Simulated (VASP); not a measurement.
A convergence study with VASP on PbF2 (fluorite): one setting is varied, all else stays as given below, so the limit is that of these other settings.

```
CELL_PARAMETERS angstrom
      0.00000     2.97000     2.97000
      2.97000     0.00000     2.97000
      2.97000     2.97000     0.00000
ATOMIC_POSITIONS crystal
  Pb 0.00000 0.00000 0.00000
  F  0.25000 0.25000 0.25000
  F  0.75000 0.75000 0.75000
```

Level of theory: PBE GGA, VASP's PBE PAW potentials (set 64) (plane waves; VASP). The tightest run used: 700 eV cut-off, 11×11×11 Monkhorst-Pack mesh, Gaussian smearing of 0.050 eV, potentials Pb_d F.

The reference is 11×11×11 mesh, which took about 2 core-minutes. The timings are rough (shared machines, no repeats); factors under 2 mean little.

Problem. Of the settings 1×1×1 mesh; 2×2×2 mesh; 3×3×3 mesh; 4×4×4 mesh; 5×5×5 mesh; 6×6×6 mesh; 7×7×7 mesh; 8×8×8 mesh; 9×9×9 mesh; 10×10×10 mesh; 11×11×11 mesh, which is the lowest that keeps the difference from the reference in the stress, largest component (GPa) within 0.2 from there on, and what does it cost?

Solution. 2×2×2 mesh; its cost over the reference is about 1/9.
```
setting        difference in the stress, largest component (GPa)  cost over the reference
-------------  -------------------------------------------------  -----------------------
1×1×1 mesh                                                  2.06               about 1/10
2×2×2 mesh                                                  0.02                about 1/9
3×3×3 mesh                                                  0.00                about 1/7
4×4×4 mesh                                                  0.00                about 1/4
5×5×5 mesh                                                  0.00                about 1/4
6×6×6 mesh                                                  0.00     within a factor of 2
7×7×7 mesh                                                  0.00                about 1/2
8×8×8 mesh                                                  0.00     within a factor of 2
9×9×9 mesh                                                  0.00     within a factor of 2
10×10×10 mesh                                               0.00            about 2 times
11×11×11 mesh                                               0.00                reference
```

Left out are rungs that failed or repeat a setting and relaxations that didn't move; long series are thinned to 24 rows.

The compound is PbF2 in the fluorite structure, the β form. The cell was not relaxed at this level.
